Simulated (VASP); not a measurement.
These are PW91 GGA, VASP's PBE PAW potentials (set 64) (plane waves; VASP 6.6.1) values and carry that method's errors.

A VASP calculation is set up with these files.

POSCAR:
```
PdIn
1
    3.3776695110     0.0000000000     0.0000000000
    0.0000000000     3.3776695110     0.0000000000
    0.0000000000     0.0000000000     3.3776695110
In Pd
1 1
Direct
  0.5000000000   0.5000000000   0.5000000000
  0.0000000000   0.0000000000   0.0000000000
```

### INCAR
```
SYSTEM = PdIn
PREC = Accurate; ENCUT = 520; LREAL = .FALSE.
LASPH = .TRUE.
EDIFF = 1E-7; NELM = 100; ALGO = Normal
LMAXMIX = 4
ISMEAR = 1; SIGMA = 0.1
GGA = 91
ISIF = 2
LWAVE = .FALSE.; LCHARG = .FALSE.
```

File KPOINTS:
```
Automatic mesh
0
Gamma
  11 11 11
```

POTCAR, in this order: In_d Pd (PBE.64 set). Program: vasp_std.

Output

File OSZICAR:
```
       N       E                     dE             d eps       ncg     rms          rms(c)
DAV:   1     0.162553488369E+03    0.16255E+03   -0.11440E+04  1680   0.191E+03
DAV:   2    -0.769605754168E+00   -0.16332E+03   -0.15913E+03  1736   0.404E+02
DAV:   3    -0.879835944425E+01   -0.80288E+01   -0.79834E+01  2044   0.941E+01
DAV:   4    -0.895161611321E+01   -0.15326E+00   -0.15321E+00  2076   0.128E+01
DAV:   5    -0.895772088154E+01   -0.61048E-02   -0.61047E-02  2468   0.228E+00    0.534E+00
DAV:   6    -0.879294984818E+01    0.16477E+00   -0.42777E-01  2065   0.993E+00    0.239E+00
DAV:   7    -0.876262094612E+01    0.30329E-01   -0.76460E-02  2240   0.472E+00    0.113E+00
DAV:   8    -0.875637560395E+01    0.62453E-02   -0.23279E-02  1855   0.145E+00    0.360E-01
DAV:   9    -0.875561636442E+01    0.75924E-03   -0.18411E-03  2191   0.733E-01    0.605E-02
DAV:  10    -0.875561727975E+01   -0.91533E-06   -0.49597E-05  2207   0.999E-02    0.259E-02
DAV:  11    -0.875561793421E+01   -0.65446E-06   -0.63206E-06  1996   0.265E-02    0.301E-03
DAV:  12    -0.875561831421E+01   -0.38001E-06   -0.42316E-07  2078   0.722E-03    0.167E-03
DAV:  13    -0.875561817910E+01    0.13511E-06   -0.29833E-08  1064   0.218E-03    0.242E-04
DAV:  14    -0.875561816054E+01    0.18560E-07   -0.55987E-09  1001   0.129E-03
   1 F= -.87556182E+01 E0= -.87549491E+01  d E =-.200707E-02
```

File OUTCAR:
```
------------------------ aborting loop because EDIFF is reached ----------------------------------------
  FORCE on cell =-STRESS in cart. coord.  units (eV):
  Direction    XX          YY          ZZ          XY          YZ          ZX
  --------------------------------------------------------------------------------------
  Total       -1.4009921     -1.4009921     -1.4009921      0.0000000     -0.0000000      0.0000000
  in kB      -58.2498487    -58.2498487    -58.2498487      0.0000000     -0.0000000      0.0000000
  external PRESSURE =     -58.2498487 kB  Pullay stress =       0.0000000 kB
  volume of cell :       38.53
      direct lattice vectors                 reciprocal lattice vectors
     3.377669511  0.000000000  0.000000000     0.296062121  0.000000000  0.000000000
     0.000000000  3.377669511  0.000000000     0.000000000  0.296062121  0.000000000
     0.000000000  0.000000000  3.377669511     0.000000000  0.000000000  0.296062121
 POSITION                                       TOTAL-FORCE (eV/Angst)
 -----------------------------------------------------------------------------------
      1.68883      1.68883      1.68883         0.000000      0.000000      0.000000
      0.00000      0.00000      0.00000         0.000000      0.000000      0.000000
 -----------------------------------------------------------------------------------
    total drift:                                0.000000      0.000000      0.000000
  FREE ENERGIE OF THE ION-ELECTRON SYSTEM (eV)
  ---------------------------------------------------
  free  energy   TOTEN  =        -8.7556181605 eV

  energy  without entropy=       -8.7536110887  energy(sigma->0) =       -8.75494914
```
(Selected blocks of OUTCAR.)

The compound is PdIn in the CsCl type structure. This cell is one point of a volume scan, at 1.06 of the reference volume. The electron count is odd and the run is not spin-polarised, which forces a metal.
